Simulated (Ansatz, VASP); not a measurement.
# HF (liquid hydrogen fluoride at 273 K): VASP beside Ansatz

One calculation is typed for both programs; each brings its own data sets. How far apart do they land? Of the first pair: The cell is taken from a series of runs on this material, whose earlier steps may have relaxed, scaled, displaced or heated it; both programs get it as it stands.

Program: Ansatz 0.2.0. Level of theory: plane waves, with VASP 6.6.1 beside it; single point at revPBE. Results are calculated unless marked as measured.

## 1. The starting structure

The cell holds 116 atoms: 58 F and 58 H. Cell: a = 12.435 Å, b = 12.435 Å, c = 12.435 Å, α = 90.0°, β = 90.0°, γ = 90.0°. As first built, before any earlier steps moved the atoms (in the runner's words): 58 hydrogen fluoride placed at random, at 1 g/cm^3; overlaps pushed apart, then 10 ps at 373 K with a harmonic two-site HF with charges of 0.5 e and a 12-6 site on F. Snapshot after 20 ps at 273 K and fixed volume. The density is a measured one.

## 2. Ansatz: single point, revPBE, pair 1

Ansatz runs on its default PAW (the set named soft_2) files.

A single point gives forces, pressure and levels at one fixed geometry, so differences don't come from the geometry; what else differs is listed under the comparison.

The input, input.yaml:

```yaml
crystal:
  lattice:
    - [12.43539, 0.0, 0.0]
    - [0.0, 12.43539, 0.0]
    - [0.0, 0.0, 12.43539]
  atoms:
    - { symbol: F, position: [0.80339, 0.85014, 0.89698] }
    - { symbol: H, position: [0.77376, 0.78042, 0.91503] }
    - { symbol: F, position: [0.61116, 0.14533, 0.91118] }
    - { symbol: H, position: [0.62759, 0.08041, 0.9461] }
    - { symbol: F, position: [0.90227, 0.24714, 0.30033] }
    - { symbol: H, position: [0.84509, 0.25867, 0.348] }
    - { symbol: F, position: [0.2448, 0.06647, 0.41149] }
    - { symbol: H, position: [0.23309, 0.12996, 0.36763] }
    - { symbol: F, position: [0.82888, 0.51261, 0.2029] }
    - { symbol: H, position: [0.7518, 0.52224, 0.21655] }
    - { symbol: F, position: [0.95578, 0.95448, 0.91422] }
    - { symbol: H, position: [0.89075, 0.92273, 0.88606] }
    - { symbol: F, position: [0.8329, 0.77746, 0.32349] }
    - { symbol: H, position: [0.87075, 0.84377, 0.32988] }
    - { symbol: F, position: [0.07046, 0.23319, 0.99689] }
    - { symbol: H, position: [0.02661, 0.19855, 0.05323] }
    - { symbol: F, position: [0.34047, 0.99348, 0.07483] }
    - { symbol: H, position: [0.37343, 0.92913, 0.04435] }
    - { symbol: F, position: [0.65253, 0.99334, 0.01779] }
    - { symbol: H, position: [0.66868, 0.95499, 0.08294] }
    - { symbol: F, position: [0.09216, 0.17487, 0.53323] }
    - { symbol: H, position: [0.0472, 0.19323, 0.5938] }
    - { symbol: F, position: [0.76325, 0.23078, 0.43525] }
    - { symbol: H, position: [0.75372, 0.18858, 0.49785] }
    - { symbol: F, position: [0.00851, 0.48175, 0.21829] }
    - { symbol: H, position: [0.93142, 0.49471, 0.20624] }
    - { symbol: F, position: [0.15556, 0.70252, 0.581] }
    - { symbol: H, position: [0.12492, 0.72441, 0.51378] }
    - { symbol: F, position: [0.32962, 0.54644, 0.45624] }
    - { symbol: H, position: [0.31869, 0.55892, 0.37765] }
[... 80 atom lines left out ...]
    - { symbol: F, position: [0.38804, 0.54779, 0.62584] }
    - { symbol: H, position: [0.34921, 0.54355, 0.56047] }
    - { symbol: F, position: [0.37136, 0.30992, 0.55943] }
    - { symbol: H, position: [0.32038, 0.30591, 0.61659] }
    - { symbol: F, position: [0.15708, 0.28928, 0.85102] }
    - { symbol: H, position: [0.12177, 0.27195, 0.91908] }
kpoints:
  mp_grid: { grid: [1, 1, 1] }
hamiltonian:
  xc: revpbe
scf:
  occupations: { method: gaussian, width: 0.05 }
output:
  forces: true
  stress: true
  populations: true
  dos:
    method: { smearing: { sigma: 0.15 } }
    de: 0.1
    projected: { site_lists: { F: [F], H: [H] } }
  eigenvalues: true
```

Launch:

```sh
> ansatz run input.yaml --threads 4 --pin off --max-ram 8192MiB --backend cpu --events-out ev --progress --plain --runs-dir out
```

Numbers of over 12 decimals in the logs are rounded to 6 here.

The log of the run:

```text
Engine: ansatz 0.2.0, x86_64-unknown-linux-gnu
Pseudopotentials: kind: paw
Pseudopotential: F, paw, valence charge 7, recommended cutoff 420 eV (normal), F.paw.azcp
Pseudopotential: H, paw, valence charge 1, recommended cutoff 420 eV (normal), H.paw.azcp
Functional definition: revPBE
  parameter kappa = 1.245
  parameter beta = 0.066725
  exchange = pbe_x(kappa = kappa, mu = beta*pi^2/3)
  correlation = pbe_c(beta = beta)
Crystal: 116 atoms, lattice volume = 1922.995 Å³
Basis set: ecut = 420 eV, 37529 PW (Γ), exchange–correlation on 180×180×180 points (8 copies of the dense FFT grid, shifted against one another)
Bands: 348, of which v1, the nominal top of the filled ones, is band 232 counted from 1 (231 counted from 0)
Symmetry: 1 space group operations
Space group: P1 (ITA 1), of the structure as read, at distance tolerance 1.2e-4 Å
k-points: 1
Non-local potential: F, projectors of the file, l = 0: 2, l = 1: 2, l = 2: 1
Non-local potential: H, projectors of the file, l = 0: 2, l = 1: 1
PAW form: soft (Blöchl's): semilocal exchange-correlation on the pseudo side does not see the compensation charge
PAW frozen core: F, regenerated for the run's functional, and the local potential with it (the file was generated under x = pbe(κ = 0.804, μ = 0.219515), c = pbe(β = 0.066725))
PAW one-centre angular grid: F, 110 points (default); XC on 64 Gauss nodes
PAW one-centre angular grid: H, 110 points (default); XC on 64 Gauss nodes
Initial density: superposition of atomic densities (neutral atoms: chi_scale 0, normalization atom), corrected by the library's trained network
Initial wavefunctions: pseudopotential atomic-orbital guess
Functional: x = revpbe(κ = 1.245, μ = 0.219515), c = pbe(β = 0.066725)
SCF iter   1: F=—  HF=-47908.716996 eV  |F-HF|=—  |Δ(HF+E_count)|=         —  Δρ=5.19e-3  dr2=4.85e-1  ethr=1.77e-3  ⟨swp⟩=6.0  Hψ=1463  notcnv=0  defer=54
preconditioner: auto → Resta (q_TF=auto, 2.153 Å⁻¹)  ε∞=1.8  [insulator: Δε(μ)=7.630 eV  Ē_g=19.950 eV  σ=0.050 eV  W_gap=1.00  n_scr=340 (ndim 8)  ℏωp=18.2 eV  f_vac=0.508  D(μ)=0.00/eV (n_scr^D=0)  ε∞_Penn≈1.8]
SCF iter   2: F=—  HF=-47908.574291 eV  |F-HF|=—  |Δ(HF+E_count)|=   1.43e-1  Δρ=2.47e-3  dr2=9.36e-2  ethr=1.05e-4  ⟨swp⟩=2.0  Hψ=552  notcnv=0  defer=109
SCF iter   3: F=—  HF=-47908.558403 eV  |F-HF|=—  |Δ(HF+E_count)|=   1.59e-2  Δρ=7.37e-4  dr2=1.93e-2  ethr=2.02e-5  ⟨swp⟩=2.0  Hψ=420  notcnv=0  defer=109
SCF iter   4: F=—  HF=-47908.543689 eV  |F-HF|=—  |Δ(HF+E_count)|=   1.47e-2  Δρ=2.59e-4  dr2=1.18e-3  ethr=4.16e-6  ⟨swp⟩=2.0  Hψ=420  notcnv=0  defer=109
SCF iter   5: F=—  HF=-47908.540812 eV  |F-HF|=—  |Δ(HF+E_count)|=   2.88e-3  Δρ=1.43e-4  dr2=2.44e-4  ethr=2.54e-7  ⟨swp⟩=3.0  Hψ=450  notcnv=0  defer=109
SCF iter   6: F=—  HF=-47908.540502 eV  |F-HF|=—  |Δ(HF+E_count)|=   3.10e-4  Δρ=4.02e-5  dr2=2.04e-5  ethr=5.26e-8  ⟨swp⟩=3.0  Hψ=476  notcnv=0  defer=109
SCF iter   7: F=—  HF=-47908.543611 eV  |F-HF|=—  |Δ(HF+E_count)|=   3.11e-3  Δρ=9.94e-6  dr2=1.62e-6  ethr=4.40e-9  ⟨swp⟩=3.0  Hψ=591  notcnv=0  defer=109
SCF iter   8: F=—  HF=-47908.543607 eV  |F-HF|=—  |Δ(HF+E_count)|=   3.94e-6  Δρ=5.07e-6  dr2=3.13e-7  ethr=3.48e-10  ⟨swp⟩=3.0  Hψ=491  notcnv=0  defer=109
SCF iter   9: F=-47908.543606 eV  HF=-47908.543606 eV  |F-HF|=4.00e-8  |Δ(HF+E_count)|=   2.77e-7  Δρ=1.46e-6  dr2=3.45e-8  ethr=2.16e-11  ⟨swp⟩=18.0  Hψ=2644  notcnv=0
SCF 1 converged in 9 iterations: F = -47908.543606 eV  dr2 = 3.45e-8
  greatest PAW one-centre occupation: 0.932 electrons in one spin orbital (limit 2), on the F atom at site 20 (counted from 0), in its partial waves of l = 0
SCF converged after 9 iterations
Free energy (F): -47908.543606 eV
Harris-Foulkes:  -47908.543606 eV  (|F-HF|=4.00e-8)
Internal energy: -47908.543606 eV  (E = F + TS)
E sigma→0 (E₀):  -47908.543606 eV
Fermi energy:    -2.177495 eV
--- Per-component energies (eV) ---
  E_band       = -6076.011221
  E_kinetic    = 12791.234132
  E_local      = -63102.850562  (includes V_loc(G=0)·N_el)
  E_nonlocal   = 4331.406685
  E_hartree    = 25176.412606
  E_xc         = -5142.227692
  E_vxc        = -6570.663483  (∫ρ·V_xc dr)
  E_paw        = -11753.667527  (= ΣΔE_a)
  E_vpaw       = -3878.010289  (= ΣTr[D̂ρ^β])
  E_aug_tail   = 0.060382  (compensation charges beyond the density's cutoff)
  E_ewald      = -10207.945359
  E_core_change = -0.966271  (= ΣΔE_core)
  E_smearing   = -0.000000  (= −TS)
  E_closure    = -0.000000  (closes the sum)
  Σ components = -47908.543606   (vs F -47908.543606, Δ=0.00e0)
--- Forces (eV/Å), atoms counted from 1 ---
  atom   1  F     -1.33410455    -0.66545531    -0.17869042
  atom   2  H      0.50031460     0.10103176    -0.16776064
  atom   3  F     -0.53181884     0.05764554    -1.30216623
  atom   4  H      0.29335058    -0.86434822     1.11612748
  atom   5  F      1.16284074     0.53177479     0.25089013
[...]
atom  72  H     -1.69602253    -1.75267767     0.44935260
  atom  73  F     -0.47940415    -0.47003228     0.12919088
  atom  74  H      0.14950128    -0.21930822     0.09166428
  atom  75  F     -0.38220597    -0.77663116    -0.42791850
  atom  76  H     -0.04582292     0.09799732    -0.23770556
  atom  77  F     -1.04454412    -0.14651317    -1.16263336
  atom  78  H     -0.04748451    -0.14003962     0.56404756
  atom  79  F      1.06689698    -0.05234292    -0.40393188
  atom  80  H     -0.70381646    -0.11613107    -0.14276152
  atom  81  F     -0.15950394     1.32417828     1.42093644
  atom  82  H     -0.33512065    -0.37272983    -0.97319032
  atom  83  F      0.30120814     0.77059642    -0.70425881
  atom  84  H     -0.72869973    -0.35809106    -0.47629499
  atom  85  F     -0.27422686     0.13776721    -0.22190651
  atom  86  H      0.27733776    -0.14213460    -0.16013735
  atom  87  F      0.00613106     0.46531145    -0.42397830
  atom  88  H     -0.36693531    -0.30575151     0.12986444
  atom  89  F     -0.53383350     0.23667572     0.74353060
  atom  90  H      0.44399773    -0.63918078    -0.57301708
[...]
atom 109  F      0.70503783     1.13283691     0.27691475
  atom 110  H     -0.22296151    -0.47444028    -0.16227268
  atom 111  F      1.36548490    -0.29790804     1.45121733
  atom 112  H     -0.28996286     0.14682293    -0.56274033
  atom 113  F      0.87021417    -0.08625423    -0.88346504
  atom 114  H     -0.32516223     0.02045086     0.48614139
  atom 115  F     -0.11203042     0.77925058     0.71902014
  atom 116  H     -0.10492785    -0.30115768    -0.26812315
  max |Σ_I F_I| component: 4.52e-5 eV/Å
--- Stress (GPa, compression-positive) ---
        4.059809      -0.225063      -1.208538
       -0.225064       3.931721       0.015819
       -1.208538       0.015819       5.304824
  P = ⅓ Tr σ = 4.4321 GPa (44.321 kbar)
--- Band table (eV) ---
  k-point 0: bands = [... 228 lower, -6.0101, -5.9938, -5.8335, -5.8125, 1.4575, 2.4108, 2.5127, 2.6176, ... 112 higher]
--- Löwdin populations: 116 sites ---
  site symbol       q [e]
     0      F      7.4288
     1      H      0.4940
     2      F      7.4237
     3      H      0.4984
     4      F      7.4060
     5      H      0.4925
     6      F      7.4095
     7      H      0.5122
     8      F      7.4453
     9      H      0.5060
    10      F      7.4603
    11      H      0.4991
    12      F      7.4161
    13      H      0.5116
    14      F      7.4292
    15      H      0.5061
    16      F      7.4364
    17      H      0.5016
    18      F      7.4563
    19      H      0.5010
    20      F      7.4284
    21      H      0.5154
    22      F      7.4534
    23      H      0.5003
[...]
108      F      7.4654
   109      H      0.5005
   110      F      7.4399
   111      H      0.5077
   112      F      7.4836
   113      H      0.5019
   114      F      7.4386
   115      H      0.5050
  spilling = 0.006857 (of n_electrons = 464.000000)
```

In the SCF lines HF is the Harris–Foulkes energy and dr2 the Hartree energy of the density residual, in eV; the loop may stop once dr2 is under the threshold and the program's other checks hold. Hψ counts applications of the Hamiltonian.

## 3. VASP: single point, revPBE, pair 1

The same cell, functional, mesh and smearing now go to VASP, with its own data sets.

Lines of VASP's logs that name or quote its potential files are left out, and so is its time.

The input, INCAR:

```
SYSTEM = HF
PREC = Accurate
ENCUT = 600
EDIFF = 1E-06
NELM = 120
ISMEAR = 0
SIGMA = 0.05
LREAL = Auto
ALGO = Normal
GGA = RE
NBANDS = 320
LORBIT = 11
LWAVE = .FALSE.
LCHARG = .FALSE.
ISIF = 2
LASPH = .TRUE.
GGA_COMPAT = .FALSE.
EFERMI = MIDGAP
NCORE = 4
```

The input, POSCAR:

```
HF
1.0
   12.4353900000      0.0000000000      0.0000000000
    0.0000000000     12.4353900000      0.0000000000
    0.0000000000      0.0000000000     12.4353900000
F H
58 58
Direct
    0.8033900000      0.8501400000      0.8969800000
    0.6111600000      0.1453300000      0.9111800000
    0.9022700000      0.2471400000      0.3003300000
    0.2448000000      0.0664700000      0.4114900000
    0.8288800000      0.5126100000      0.2029000000
    0.9557800000      0.9544800000      0.9142200000
    0.8329000000      0.7774600000      0.3234900000
    0.0704600000      0.2331900000      0.9968900000
    0.3404700000      0.9934800000      0.0748300000
    0.6525300000      0.9933400000      0.0177900000
    0.0921600000      0.1748700000      0.5332300000
    0.7632500000      0.2307800000      0.4352500000
    0.0085100000      0.4817500000      0.2182900000
    0.1555600000      0.7025200000      0.5810000000
    0.3296200000      0.5464400000      0.4562400000
    0.3080200000      0.9043000000      0.3842800000
    0.2445700000      0.2948900000      0.6986900000
    0.4132300000      0.7587200000      0.3432000000
    0.5804500000      0.2952700000      0.2547800000
    0.1505200000      0.3989100000      0.2951700000
    0.7913800000      0.6526400000      0.4572200000
    0.0058200000      0.1933300000      0.6881300000
    0.8857500000      0.2553100000      0.8191700000
    0.2970600000      0.1576700000      0.1389400000
    0.2846300000      0.5885400000      0.2785700000
    0.3841800000      0.8430500000      0.8101600000
    0.4869900000      0.3544800000      0.4031000000
    0.7924900000      0.2609600000      0.9710800000
    0.5551800000      0.7222100000      0.2337900000
    0.0945000000      0.8595700000      0.2500600000
[... 80 atom lines left out ...]
    0.5737800000      0.5061100000      0.2240200000
    0.0933000000      0.8014700000      0.3442700000
    0.7405400000      0.5828200000      0.9433100000
    0.3492100000      0.5435500000      0.5604700000
    0.3203800000      0.3059100000      0.6165900000
    0.1217700000      0.2719500000      0.9190800000
```

The input, KPOINTS:

```
Automatic mesh
0
Gamma
1 1 1
0 0 0
```

Potentials, in the order of the species: F and H (PBE family, release 64).

Launch:

```sh
> mpirun -np 16 vasp_gam
```

The log of the run:

```text
[banner, memory and clock lines left out]
running   16 mpi-ranks, on    1 nodes
[...]
|                                                                             |
|               ----> ADVICE to this user running VASP <----                  |
|                                                                             |
|     You enforced a specific xc type in the INCAR file but a different       |
|     [... a line on the potential file left out ...]
|     I HOPE YOU KNOW WHAT YOU ARE DOING!                                     |
|                                                                             |

 LDA part: xc-table for (Slater+PW92), standard interpolation
 POSCAR, INCAR and KPOINTS ok, starting setup
[...]
entering main loop
       N       E                     dE             d eps       ncg     rms          rms(c)
DAV:   1     0.476483563596E+04    0.47648E+04   -0.28204E+05   688   0.150E+03
DAV:   2    -0.148807016726E+02   -0.47797E+04   -0.45729E+04   776   0.368E+02
DAV:   3    -0.482669247965E+03   -0.46779E+03   -0.46543E+03   744   0.119E+02
DAV:   4    -0.489706124633E+03   -0.70369E+01   -0.70211E+01   752   0.166E+01
[...]
DAV:  19    -0.461005173495E+03   -0.63410E-05   -0.16515E-05   720   0.143E-02    0.343E-03
DAV:  20    -0.461005174744E+03   -0.12487E-05   -0.23789E-06   552   0.620E-03    0.305E-03
DAV:  21    -0.461005174579E+03    0.16500E-06   -0.72576E-07   496   0.387E-03
   1 F= -.46100517E+03 E0= -.46100517E+03  d E =0.000000E+00
```

Parts of OUTCAR (step 3):

```text
  FREE ENERGIE OF THE ION-ELECTRON SYSTEM (eV)
  ---------------------------------------------------
  free  energy   TOTEN  =      -461.0051745787 eV

  energy  without entropy=     -461.0051745787  energy(sigma->0) =     -461.00517458
```

The run ends at a pressure of 4.29 GPa, with forces up to 4.2 eV/Å.

## 4. Differences

Known differences besides the potentials themselves: the cutoff is 420 eV in Ansatz and 600 eV in VASP (PREC = Accurate, projectors in real space); Ansatz makes its cores anew for this functional, VASP keeps those of its PBE data sets. Total energies have different zeros and are not compared.

The two programs side by side:

```csv
quantity,Ansatz,VASP,difference
pressure (GPa),4.43,4.29,+0.14
gap on the k mesh (eV),7.270,7.238,+0.032
```

Forces on 8 of the 116 atoms, those with the largest forces and the largest differences (eV/Å; atoms numbered as in POSCAR):

```csv
atom,"Ansatz x, y, z","VASP x, y, z"
F16,"0.460, -2.106, -0.253","0.557, -2.335, -0.310"
F20,"3.149, -1.409, 1.538","3.427, -1.694, 1.657"
F23,"1.037, 0.344, -2.193","1.198, 0.319, -2.428"
F36,"0.989, 0.673, 0.540","1.150, 0.995, 0.436"
F52,"-0.651, 0.587, 2.211","-0.811, 0.686, 2.443"
F56,"1.365, -0.298, 1.451","1.456, -0.263, 1.705"
H78,"-2.386, 1.233, -0.969","-2.686, 1.479, -1.114"
H94,"-1.696, -1.753, 0.449","-1.852, -2.027, 0.520"
```

The forces differ by 145 meV/Å r.m.s., which is 18.6 % of the r.m.s. force of 0.778 eV/Å (both taken over all components). A gap on the mesh is an upper bound, since the band edges may lie between its points.

## 5. Ansatz: single point, revPBE, pair 2

With cell and atoms fixed, the geometry can't cause a difference; cores, projectors, grids and the points listed under the comparison can.

The cell is taken from a series of runs on this material, whose earlier steps may have relaxed, scaled, displaced or heated it; both programs get it as it stands.

The input, input.yaml:

```yaml
crystal:
  lattice:
    - [12.43539, 0.0, 0.0]
    - [0.0, 12.43539, 0.0]
    - [0.0, 0.0, 12.43539]
  atoms:
    - { symbol: F, position: [0.82748, 0.72271, 0.8957] }
    - { symbol: H, position: [0.83883, 0.64466, 0.89522] }
    - { symbol: F, position: [0.56279, 0.12233, 0.86636] }
    - { symbol: H, position: [0.6173, 0.06825, 0.88254] }
    - { symbol: F, position: [0.98318, 0.20684, 0.37284] }
    - { symbol: H, position: [0.92282, 0.23823, 0.41199] }
    - { symbol: F, position: [0.28014, 0.15559, 0.42143] }
    - { symbol: H, position: [0.25476, 0.21765, 0.38052] }
    - { symbol: F, position: [0.8395, 0.48326, 0.18807] }
    - { symbol: H, position: [0.76819, 0.50803, 0.21009] }
    - { symbol: F, position: [0.98417, 0.83784, 0.85181] }
    - { symbol: H, position: [0.92285, 0.79092, 0.8669] }
    - { symbol: F, position: [0.73227, 0.80748, 0.3561] }
    - { symbol: H, position: [0.77115, 0.87503, 0.36635] }
    - { symbol: F, position: [0.08595, 0.33451, 0.06442] }
    - { symbol: H, position: [0.05114, 0.27917, 0.10715] }
    - { symbol: F, position: [0.3151, 0.02986, 0.96022] }
    - { symbol: H, position: [0.32612, 0.95235, 0.95404] }
    - { symbol: F, position: [0.69696, 0.97804, 0.90321] }
    - { symbol: H, position: [0.69533, 0.94664, 0.97541] }
    - { symbol: F, position: [0.01156, 0.1238, 0.63628] }
    - { symbol: H, position: [0.00594, 0.12496, 0.71446] }
    - { symbol: F, position: [0.83113, 0.28814, 0.4755] }
    - { symbol: H, position: [0.80155, 0.24638, 0.53488] }
    - { symbol: F, position: [0.99951, 0.56241, 0.27868] }
    - { symbol: H, position: [0.93522, 0.53249, 0.24489] }
    - { symbol: F, position: [0.14556, 0.76015, 0.49263] }
    - { symbol: H, position: [0.10524, 0.78714, 0.43067] }
    - { symbol: F, position: [0.36162, 0.56087, 0.45567] }
    - { symbol: H, position: [0.33279, 0.59382, 0.39081] }
[... 80 atom lines left out ...]
    - { symbol: F, position: [0.3224, 0.64226, 0.63471] }
    - { symbol: H, position: [0.33502, 0.61107, 0.56376] }
    - { symbol: F, position: [0.40997, 0.22405, 0.6647] }
    - { symbol: H, position: [0.33907, 0.24067, 0.69403] }
    - { symbol: F, position: [0.24028, 0.2874, 0.94387] }
    - { symbol: H, position: [0.17829, 0.30296, 0.98896] }
kpoints:
  mp_grid: { grid: [1, 1, 1] }
hamiltonian:
  xc: revpbe
scf:
  occupations: { method: gaussian, width: 0.05 }
output:
  forces: true
  stress: true
  populations: true
  dos:
    method: { smearing: { sigma: 0.1 } }
    de: 0.1
    projected: { site_lists: { F: [F], H: [H] } }
  eigenvalues: true
  write_density: true
  write_potential: true
  volumetric_format: npy
  elf: true
```

Launch:

```sh
> ansatz run input.yaml --threads 4 --pin off --max-ram 8192MiB --backend cpu --events-out ev --progress --plain --runs-dir out
```

The log of the run:

```text
[...]
Crystal: 116 atoms, lattice volume = 1922.995 Å³
Basis set: ecut = 420 eV, 37529 PW (Γ), exchange–correlation on 180×180×180 points (8 copies of the dense FFT grid, shifted against one another)
Bands: 348, of which v1, the nominal top of the filled ones, is band 232 counted from 1 (231 counted from 0)
Symmetry: 1 space group operations
[...]
k-points: 1
[...]
P = ⅓ Tr σ = 0.1311 GPa (1.311 kbar)
--- Band table (eV) ---
  k-point 0: bands = [... 228 lower, -6.5904, -6.5828, -6.5696, -6.5483, 1.2856, 2.3776, 2.4135, 2.4738, ... 112 higher]
--- Löwdin populations: 116 sites ---
  site symbol       q [e]
     0      F      7.4325
     1      H      0.5173
     2      F      7.4371
     3      H      0.5174
     4      F      7.4354
     5      H      0.5151
     6      F      7.4320
     7      H      0.5155
[...]
112      F      7.4339
   113      H      0.5136
   114      F      7.4349
   115      H      0.5125
  spilling = 0.006776 (of n_electrons = 464.000000)
```

[end of part 1 of 2]

[Lines on the potential files, build, host, timing and source positions are cut from VASP's logs without a mark.]

[Logs are printed without paths, hosts, clocks, repeated set-up lines and the standing remarks that a program may print on its own settings, such as how far it seeks lower states.]

[Hosts, paths, dates, database ids (printed as entryN), source tags and the programs' standing remarks are cut or masked in the printed files.]
